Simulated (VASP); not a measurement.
All values below come from PBEsol GGA, VASP's PBE PAW potentials (set 64) (plane waves; VASP).

Input for VASP

### KPOINTS
```
Regular mesh
0
G
 7 7 2
0 0 0
```

POSCAR:
```
AlGa3Sb4
1
   -0.0000000000     3.0631642907     3.0631642907
    3.0631642907    -0.0000000000     3.0631642907
   12.2399205515    12.2399205515     0.0127366110
Ga Sb Al
3 4 1
Direct
  0.9989916459   0.9989916459   0.0007562655
  0.9998362311   0.9998362311   0.2501228267
  0.0009134267   0.0009134267   0.4993149299
  0.2497267241   0.2497267241   0.0627049569
  0.2504390429   0.2504390429   0.3121707179
  0.2514805286   0.2514805286   0.5613896036
  0.2489136895   0.2489136895   0.8133147328
  0.9996987110   0.9996987110   0.7502259667
```

INCAR:
```
ALGO  =  Normal
EDIFF  =  1E-7
ENCUT  =  400
GGA  =  PS
ISIF  =  2
ISMEAR  =  -5
LASPH  =  T
LCHARG  =  T
LEFG  =  T
LMAXMIX  =  4
LORBIT  =  11
LREAL  =  F
LWAVE  =  F
NEDOS  =  601
NELM  =  100
PREC  =  Accurate
SYSTEM  =  AlGa3Sb4
```

POTCAR, in this order: Ga_d Sb Al (PBE.64 set). Program: vasp_std.

Unless said otherwise, spin-orbit coupling is left out, though it shifts the bands of the heavy elements here.

Question: Estimate the energy per atom (σ→0), band gap (on the k-mesh).

Answer: 
| Quantity | Result |
|---|---|
| energy per atom (σ→0) | -4.160 eV/atom |
| band gap (on the k-mesh) | 0.18 eV |

### OSZICAR
```
...
DAV:  10    -0.332811500733E+02   -0.17983E-04   -0.43067E-04  2918   0.188E-01    0.327E-02
DAV:  11    -0.332812072273E+02   -0.57154E-04   -0.74009E-05  3324   0.628E-02    0.199E-02
DAV:  12    -0.332812303547E+02   -0.23127E-04   -0.32688E-05  2677   0.459E-02    0.329E-03
DAV:  13    -0.332812315210E+02   -0.11663E-05   -0.26458E-06  3047   0.165E-02    0.363E-03
DAV:  14    -0.332812317187E+02   -0.19771E-06   -0.39006E-07  2694   0.559E-03    0.147E-03
DAV:  15    -0.332812319314E+02   -0.21268E-06   -0.19497E-07  1767   0.316E-03    0.625E-04
DAV:  16    -0.332812319239E+02    0.74151E-08   -0.26997E-08  1564   0.217E-03
   1 F= -.33281232E+02 E0= -.33281232E+02  d E =0.000000E+00
```

The structure was generated: AlGa3Sb4 was put into an ordered model structure (R3m), which need not be its known phase. It was relaxed first.
